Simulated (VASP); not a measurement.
# TaSeF (P4/mmm) in VASP: a series of runs

One crystal, TaSeF, is run at these levels: PBEsol, PBE; tasks: band structure.

Everything below comes from runs of VASP 6.6.1. Logs are shortened: lines on timing, memory, paths and dates and some standing lists are left out, and cuts for length are marked.

### Step 1. The structure

The structure is tetragonal, space group P4/mmm (No. 123). Conventional cell: a = 3.670 Å, b = 3.670 Å, c = 4.145 Å, α = 90.00°, β = 90.00°, γ = 90.00°. Ta (site symmetry 4/mmm) is surrounded by 2 F at 2.07 Å. Se (site symmetry 4/mmm) is surrounded by 4 Ta at 2.59 Å. F (site symmetry 4/mmm) has 2 Ta at 2.07 Å as nearest neighbours.

The cell was built by a generator and needn't be a form met in nature.

### Step 2. Band structure, PBEsol, collinear spin, ferromagnetic start, spin-orbit coupling (volume scaled by 1.25)

run.py

```python
from ase.calculators.vasp import Vasp
from ase.dft.bandgap import bandgap
from ase.io import read

atoms = read('TaSeF.cif')
atoms.set_initial_magnetic_moments([[0.354, 0.354, 0.0], [0.0, 0.0, 0.0], [0.0, 0.0, 0.0]])
calc = Vasp(
    directory='calc',
    xc='pbesol',
    pp='PBE',
    setups='recommended',
    prec='Accurate',
    encut=520,
    ediff=1e-07,
    ismear=-1,
    sigma=0.02,
    lreal=False,
    lasph=True,
    nelm=60,
    algo='Fast',
    isif=2,
    lwave=False,
    lcharg=True,
    lorbit=11,
    lsorbit=True,
    gga_compat=False,
    lorbmom=True,
    lmaxmix=4,
    kpts=[5, 5, 5],
    gamma=True,
    nbands=37,
)
atoms.calc = calc

print('energy (eV):', atoms.get_potential_energy())
print('free energy (eV):', atoms.get_potential_energy(force_consistent=True))
efermi = calc.get_fermi_level()
print('Fermi level (eV):', efermi)
path = atoms.cell.bandpath(npoints=40, eps=1e-4)
print('path:', path.path)
calc.set(kpts=path.kpts, reciprocal=True, icharg=11, isym=0, lcharg=False)
calc.calculate(atoms)
print('gap on the path (eV):', bandgap(calc, efermi=efermi)[0])
print('direct gap on the path (eV):', bandgap(calc, efermi=efermi, direct=True)[0])
```

TaSeF.cif

```cif
data_TaSeF
_cell_length_a 3.95317221
_cell_length_b 3.95317221
_cell_length_c 4.46539983
_cell_angle_alpha 90.00000000
_cell_angle_beta 90.00000000
_cell_angle_gamma 90.00000000
_space_group_name_H-M_alt 'P1'
_space_group_name_Hall 'P 1'
_space_group_IT_number 1
loop_
_space_group_symop_operation_xyz
'x,y,z'
loop_
_atom_site_label
_atom_site_type_symbol
_atom_site_symmetry_multiplicity
_atom_site_Wyckoff_symbol
_atom_site_fract_x
_atom_site_fract_y
_atom_site_fract_z
_atom_site_occupancy
Ta1 Ta 1 a 0.0000000000 0.0000000000 0.5000000000 1
Se1 Se 1 a 0.5000000000 0.5000000000 0.5000000000 1
F1 F 1 a 0.0000000000 0.0000000000 0.0000000000 1
```

Potentials or basis: VASP PAW PBE potentials, release 64 (Ta_pv, Se, F).

On the command line:

```
$ python run.py
```

Output:

```text
energy (eV): -21.63085006
free energy (eV): -21.63354282
Fermi level (eV): 2.58437811
path: GXMGZRAZ,XR,MA
gap on the path (eV): 0.0
direct gap on the path (eV): 0.0
```

OUTCAR:

```text
ENCUT = 520.000000
   EDIFF = 1.00e-07
   GGA = PS
   PREC = Accurate
   ICHARG = 11
   ISIF = 2
   ISMEAR = -1
   ISYM = 0
   LORBIT = 11
   NELM = 60
   LASPH = .TRUE.
   LSORBIT = .TRUE.
   LREAL = .FALSE.
   ISPIN = 2

 ion  position               nearest neighbor table
   1  0.000  0.000  0.500-   3 2.23   3 2.23   2 2.80   2 2.80   2 2.80   2 2.80
   2  0.500  0.500  0.500-   1 2.80   1 2.80   1 2.80   1 2.80
   3  0.000  0.000  0.000-   1 2.23   1 2.23

IMPORTANT INFORMATION: All symmetrisations will be switched off!
NOSYMM: (Re-)initialisation of all symmetry stuff for point group C_1.

----------------------------------------------------------------------------------------

                                     Primitive cell

  volume of cell :      69.7834

  direct lattice vectors                    reciprocal lattice vectors
     3.953172210  0.000000000  0.000000000     0.252961406  0.000000000  0.000000000
     0.000000000  3.953172210  0.000000000     0.000000000  0.252961406  0.000000000
     0.000000000  0.000000000  4.465399830     0.000000000  0.000000000  0.223944112

  length of vectors
     3.953172210  3.953172210  4.465399830     0.252961406  0.252961406  0.223944112

  position of ions in fractional coordinates (direct lattice)
     0.000000000  0.000000000  0.500000000
     0.500000000  0.500000000  0.500000000
     0.000000000  0.000000000  0.000000000

  ion indices of the primitive-cell ions
   primitive index   ion index
                 1           1
                 2           2
                 3           3

----------------------------------------------------------------------------------------

 KPOINTS: KPOINTS created by Atomic Simulation Env

Read explicit list of k-points.

[... 1093 lines left out ...]
           -0.001  -0.266  -0.268

 orbital moment (z)

 # of ion     p       d       tot
 ----------------------------------------
  1        -0.000   0.000   0.000
  2        -0.000   0.000  -0.000
  3        -0.000   0.000  -0.000
 ----------------------------------------
           -0.000   0.000   0.000

 Spin-Orbit-Coupling matrix elements

 Ion:    1  E_soc:     -1.4758300
 l=   1
     0.0000000    -0.2063280    -0.2074688
    -0.2063280     0.0000000    -0.2072365
    -0.2074688    -0.2072365     0.0000000
 l=   2
     0.0000000    -0.0093531     0.0000000    -0.0094780    -0.0204993
    -0.0093531     0.0000000    -0.0235093    -0.0106283    -0.0085375
     0.0000000    -0.0235093     0.0000000    -0.0256053     0.0000000
    -0.0094780    -0.0106283    -0.0256053     0.0000000    -0.0092708
    -0.0204993    -0.0085375     0.0000000    -0.0092708     0.0000000
 l=   3
     0.0000000     0.0000000     0.0000000     0.0000000     0.0000000     0.0000000     0.0000000
     0.0000000     0.0000000     0.0000000     0.0000000     0.0000000     0.0000000     0.0000000
     0.0000000     0.0000000     0.0000000     0.0000000     0.0000000     0.0000000     0.0000000
     0.0000000     0.0000000     0.0000000     0.0000000     0.0000000     0.0000000     0.0000000
[... 29 lines left out ...]
 l=   2
     0.0000000     0.0000000     0.0000000     0.0000000     0.0000000
     0.0000000     0.0000000     0.0000000     0.0000000     0.0000000
     0.0000000     0.0000000     0.0000000     0.0000000     0.0000000
     0.0000000     0.0000000     0.0000000     0.0000000     0.0000000
     0.0000000     0.0000000     0.0000000     0.0000000     0.0000000
 l=   3
     0.0000000     0.0000000     0.0000000     0.0000000     0.0000000     0.0000000     0.0000000
     0.0000000     0.0000000     0.0000000     0.0000000     0.0000000     0.0000000     0.0000000
     0.0000000     0.0000000     0.0000000     0.0000000     0.0000000     0.0000000     0.0000000
     0.0000000     0.0000000     0.0000000     0.0000000     0.0000000     0.0000000     0.0000000
     0.0000000     0.0000000     0.0000000     0.0000000     0.0000000     0.0000000     0.0000000
     0.0000000     0.0000000     0.0000000     0.0000000     0.0000000     0.0000000     0.0000000
     0.0000000     0.0000000     0.0000000     0.0000000     0.0000000     0.0000000     0.0000000

 total charge

# of ion       s       p       d       tot
------------------------------------------
    1        0.197   6.084   1.969   8.250
    2        1.420   2.486   0.047   3.953
    3        1.729   4.279   0.000   6.008
--------------------------------------------------
tot          3.346  12.849   2.016  18.211

 magnetization (x)

# of ion       s       p       d       tot
------------------------------------------
    1        0.028   0.005   0.604   0.637
    2       -0.001  -0.037   0.015  -0.022
    3       -0.000   0.006   0.000   0.005
--------------------------------------------------
tot          0.027  -0.026   0.620   0.620

 magnetization (y)

# of ion       s       p       d       tot
------------------------------------------
    1        0.028   0.005   0.609   0.642
    2       -0.001  -0.037   0.015  -0.022
    3       -0.000   0.006   0.000   0.006
--------------------------------------------------
tot          0.027  -0.026   0.624   0.626

 magnetization (z)

# of ion       s       p       d       tot
------------------------------------------
    1       -0.000  -0.000   0.000   0.000
    2        0.000  -0.000   0.000  -0.000
    3        0.000  -0.000   0.000  -0.000
--------------------------------------------------
tot         -0.000  -0.000   0.000   0.000
```

INCAR:

```text
ENCUT = 520.000000
SIGMA = 0.020000
EDIFF = 1.00e-07
ALGO = Fast
GGA = PS
PREC = Accurate
ICHARG = 11
ISIF = 2
ISMEAR = -1
ISYM = 0
LMAXMIX = 4
LORBIT = 11
NBANDS = 37
NELM = 60
LASPH = .TRUE.
LCHARG = .FALSE.
LWAVE = .FALSE.
LSORBIT = .TRUE.
GGA_COMPAT = .FALSE.
LORBMOM = .TRUE.
LREAL = .FALSE.
ISPIN = 2
MAGMOM = 2*0.3540 7*0.0000
```

It took 12 min on 1 thread of Intel Xeon Platinum 8488C (Sapphire Rapids), shared host; peak memory 0.38 GiB.

What came out:

* Net moment: 1.39 μB per cell

Moments on the atoms (μB; x, y, z):
```
Ta   0.64  0.64  0.00
Se  -0.02 -0.02  0.00
F    0.01  0.01  0.00
```

Caveat: the log is that of the step along the path at fixed density, whose energy, stress, charges and moments have no meaning; the PAW data sets were made with another functional, which shifts forces and pressure a little.

### Step 3. Band structure, PBE

INCAR

```
SYSTEM = TaSeF
PREC = Accurate ; ENCUT = 520
EDIFF = 1E-6 ; ISMEAR = -1
SIGMA = 0.05 ; LREAL = .FALSE.
LASPH = .TRUE. ; NELM = 100
ALGO = Normal ; ISIF = 2
LWAVE = .FALSE. ; LCHARG = .FALSE.
LMAXMIX = 4 ; GGA = PE
```

KPOINTS

```
Automatic mesh
0
G
  5 5 5
  0 0 0
```

POSCAR

```
TaSeF
1.0
    3.6698000000      0.0000000000      0.0000000000
    0.0000000000      3.6698000000      0.0000000000
    0.0000000000      0.0000000000      4.1453100000
Ta Se F
1 1 1
Direct
    0.0000000000      0.0000000000      0.5000000000
    0.5000000000      0.5000000000      0.5000000000
    0.0000000000      0.0000000000      0.0000000000
```

KPOINTS_OPT

```
path GXMGZRAZ,XR,MA
15
line-mode
reciprocal
 0.0000000000  0.0000000000  0.0000000000  G
 0.0000000000  0.5000000000  0.0000000000  X

 0.0000000000  0.5000000000  0.0000000000  X
 0.5000000000  0.5000000000  0.0000000000  M

 0.5000000000  0.5000000000  0.0000000000  M
 0.0000000000  0.0000000000  0.0000000000  G

 0.0000000000  0.0000000000  0.0000000000  G
 0.0000000000  0.0000000000  0.5000000000  Z

 0.0000000000  0.0000000000  0.5000000000  Z
 0.0000000000  0.5000000000  0.5000000000  R

 0.0000000000  0.5000000000  0.5000000000  R
 0.5000000000  0.5000000000  0.5000000000  A

 0.5000000000  0.5000000000  0.5000000000  A
 0.0000000000  0.0000000000  0.5000000000  Z

 0.0000000000  0.5000000000  0.0000000000  X
 0.0000000000  0.5000000000  0.5000000000  R

 0.5000000000  0.5000000000  0.0000000000  M
 0.5000000000  0.5000000000  0.5000000000  A
```

Potentials or basis: VASP PAW PBE potentials, release 64 (Ta_pv, Se, F).

On the command line:

```
$ cat potpaw_PBE.64/Ta_pv/POTCAR potpaw_PBE.64/Se/POTCAR potpaw_PBE.64/F/POTCAR > POTCAR
$ mpirun -np 1 vasp_std > vasp.out
```

It took 38 s on 1 thread of Intel Xeon Platinum 8488C (Sapphire Rapids), shared host; peak memory 0.18 GiB.

It converged, with:

* Free energy: -20.6798 eV
* Pressure: 0.0 GPa
* Band gap along the path: none (metal or under the smearing width)

Stress tensor (GPa, compression positive):
```
-0.46  0.00  0.00
 0.00 -0.46  0.00
 0.00  0.00  0.98
```

Levels at the corners of the path, in eV from the Fermi level:
| point | band 8 | band 9 | band 10 | band 11 | band 12 | band 13 | band 14 | band 15 | band 16 |
| --- | --- | --- | --- | --- | --- | --- | --- | --- | --- |
| Γ | -7.02 | -3.22 | -3.03 | -2.97 | -2.97 | -0.92 | -0.11 | -0.11 | 1.19 |
| X | -7.20 | -6.93 | -5.67 | -4.05 | 0.14 | 0.57 | 1.79 | 2.52 | 4.11 |
| X | -7.20 | -6.93 | -5.67 | -4.05 | 0.14 | 0.57 | 1.79 | 2.52 | 4.11 |
| M | -7.58 | -4.84 | -4.84 | -2.28 | -1.29 | -1.29 | 0.24 | 1.27 | 1.93 |
| M | -7.58 | -4.84 | -4.84 | -2.28 | -1.29 | -1.29 | 0.24 | 1.27 | 1.93 |
| Γ | -7.02 | -3.22 | -3.03 | -2.97 | -2.97 | -0.92 | -0.11 | -0.11 | 1.19 |
| Γ | -7.02 | -3.22 | -3.03 | -2.97 | -2.97 | -0.92 | -0.11 | -0.11 | 1.19 |
| Z | -7.38 | -4.61 | -3.10 | -3.01 | -3.01 | -0.88 | 1.03 | 1.03 | 1.53 |
| Z | -7.38 | -4.61 | -3.10 | -3.01 | -3.01 | -0.88 | 1.03 | 1.03 | 1.53 |
| R | -7.61 | -7.33 | -5.60 | -3.61 | 0.62 | 1.28 | 2.05 | 2.90 | 4.31 |
| R | -7.61 | -7.33 | -5.60 | -3.61 | 0.62 | 1.28 | 2.05 | 2.90 | 4.31 |
| A | -7.81 | -5.21 | -5.21 | -3.43 | -0.05 | -0.05 | 0.38 | 1.30 | 2.04 |
| A | -7.81 | -5.21 | -5.21 | -3.43 | -0.05 | -0.05 | 0.38 | 1.30 | 2.04 |
| Z | -7.38 | -4.61 | -3.10 | -3.01 | -3.01 | -0.88 | 1.03 | 1.03 | 1.53 |
| X | -7.20 | -6.93 | -5.67 | -4.05 | 0.14 | 0.57 | 1.79 | 2.52 | 4.11 |
| R | -7.61 | -7.33 | -5.60 | -3.61 | 0.62 | 1.28 | 2.05 | 2.90 | 4.31 |
| M | -7.58 | -4.84 | -4.84 | -2.28 | -1.29 | -1.29 | 0.24 | 1.27 | 1.93 |
| A | -7.81 | -5.21 | -5.21 | -3.43 | -0.05 | -0.05 | 0.38 | 1.30 | 2.04 |

Caveat: spin-orbit coupling is left out, which moves the levels of the heavy elements.

### Step 4. Band structure, PBE, spin-orbit coupling, no magnetisation

INCAR, as its differences from that of step 3:

```diff
@@ -7,2 +7,5 @@
 LWAVE = .FALSE. ; LCHARG = .FALSE.
-LMAXMIX = 4 ; GGA = PE
+LNONCOLLINEAR = .TRUE. ; MAGMOM = 0 0 0 0 0 0 0 0 0
+LORBIT = 11 ; LSORBIT = .TRUE.
+GGA_COMPAT = .FALSE. ; LMAXMIX = 4
+GGA = PE
```

KPOINTS is that of step 3.

POSCAR is that of step 3.

KPOINTS_OPT is that of step 3.

On the command line:

```
$ cat potpaw_PBE.64/Ta_pv/POTCAR potpaw_PBE.64/Se/POTCAR potpaw_PBE.64/F/POTCAR > POTCAR
$ mpirun -np 1 vasp_ncl > vasp.out
```

Wall time 3.5 min (1 thread of Intel Xeon Platinum 8488C (Sapphire Rapids), shared host); peak memory 0.31 GiB.

The run converged. Its results:

```yaml
Free_energy: -21.4337 eV
Pressure: 0.7 GPa
Valence_electrons_inside_the_program's_atomic_spheres: Ta 8.72; Se 3.98; F 6.10
```

Stress tensor (GPa, compression positive):
```
0.30 0.00 0.00
0.00 0.30 0.00
0.00 0.00 1.37
```

### Step 5. Band structure, PBE

POSCAR is that of step 4.

INCAR.step1

```
ALGO = Normal
EDIFF = 1E-6
ENCUT = 520
GGA = PE
ISIF = 2
ISMEAR = -1
LASPH = True
LCHARG = True
LMAXMIX = 4
LREAL = On
LWAVE = False
NELECT = 24.5
NELM = 100
PREC = Single
SIGMA = 0.05
```

KPOINTS.step1

```
k-points
0
Gamma
  5 5 5
```

INCAR.step2

```
ALGO = Normal
EDIFF = 1E-6
ENCUT = 520
GGA = PE
ICHARG = 11
ISIF = 2
ISMEAR = 0
LASPH = True
LCHARG = False
LMAXMIX = 4
LREAL = On
LWAVE = False
NELECT = 24.5
NELM = 100
PREC = Single
SIGMA = 0.05
```

KPOINTS.step2

```
path GXMGZRAZ,XR,MA
15
line-mode
reciprocal
 0.0000000000  0.0000000000  0.0000000000  G
 0.0000000000  0.5000000000  0.0000000000  X

 0.0000000000  0.5000000000  0.0000000000  X
 0.5000000000  0.5000000000  0.0000000000  M

 0.5000000000  0.5000000000  0.0000000000  M
 0.0000000000  0.0000000000  0.0000000000  G

 0.0000000000  0.0000000000  0.0000000000  G
 0.0000000000  0.0000000000  0.5000000000  Z

 0.0000000000  0.0000000000  0.5000000000  Z
 0.0000000000  0.5000000000  0.5000000000  R

 0.0000000000  0.5000000000  0.5000000000  R
 0.5000000000  0.5000000000  0.5000000000  A

 0.5000000000  0.5000000000  0.5000000000  A
 0.0000000000  0.0000000000  0.5000000000  Z

 0.0000000000  0.5000000000  0.0000000000  X
 0.0000000000  0.5000000000  0.5000000000  R

 0.5000000000  0.5000000000  0.0000000000  M
 0.5000000000  0.5000000000  0.5000000000  A
```

On the command line:

```
$ cat potpaw_PBE.64/Ta_pv/POTCAR potpaw_PBE.64/Se/POTCAR potpaw_PBE.64/F/POTCAR > POTCAR
$ cp INCAR.step1 INCAR
$ cp KPOINTS.step1 KPOINTS
$ mpirun -np 1 vasp_std > vasp.out
$ cp INCAR.step2 INCAR
$ cp KPOINTS.step2 KPOINTS
$ mpirun -np 1 vasp_std > vasp.out
```

It took 55 s on 1 thread of Intel Xeon Platinum 8488C (Sapphire Rapids), shared host; peak memory 0.17 GiB.

These settings aren't checked as converged: the numbers below hold their error.

Results:

```
Band gap along the path : none (metal or under the smearing width)
```

Caveat: the cell is charged against a uniform background, so pressure and absolute levels hang on convention; the log is that of the step along the path at fixed density, whose energy, stress, charges and moments have no meaning; spin-orbit coupling is left out, which moves the levels of the heavy elements.

### Step 6. The runs side by side

```tsv
level	spin	cell	smearing	pressure (GPa)
PBEsol	collinear, ferromagnetic start, SOC	volume scaled by 1.25	fermi-dirac 0.02 eV	-
PBE	off	as given	fermi-dirac 0.05 eV	0.0
PBE	SOC, no magnetisation	as given	fermi-dirac 0.05 eV	0.7
```

Alike in all rows: task band structure; potentials or basis VASP PAW PBE potentials, release 64 (Ta_pv, Se, F); k mesh 5 × 5 × 5; cutoff (eV) 520.

Caveats: the PAW data sets were made with another functional, which shifts forces and pressure a little (some runs); spin-orbit coupling is left out, which moves the levels of the heavy elements (some runs).

Total energies depend on the potentials used, so only differences within one code and one set of settings carry meaning.
